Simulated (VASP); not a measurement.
```
CELL_PARAMETERS angstrom
      0.00000     1.92350     1.92350
      1.92350     0.00000     1.92350
      1.92350     1.92350     0.00000
ATOMIC_POSITIONS crystal
  Pd 0.00000 0.00000 0.00000
```

Level of theory: PBE GGA with D3 dispersion (zero damping), VASP's PBE PAW potentials (set 64) (plane waves; VASP 6.6.1). Run with 520 eV cut-off, 16×16×16 Γ-centred mesh, first-order Methfessel-Paxton smearing of 0.10 eV, potentials Pd.

Give the stress tensor in GPa (positive for a compressed cell).

```
6.33  0.00  0.00
0.00  6.33  0.00
0.00  0.00  6.33
```
The pressure is its mean diagonal, 6.33 GPa.

The compound is Pd in the fcc structure. This cell is one point of a volume scan, at 0.97 of the reference volume.
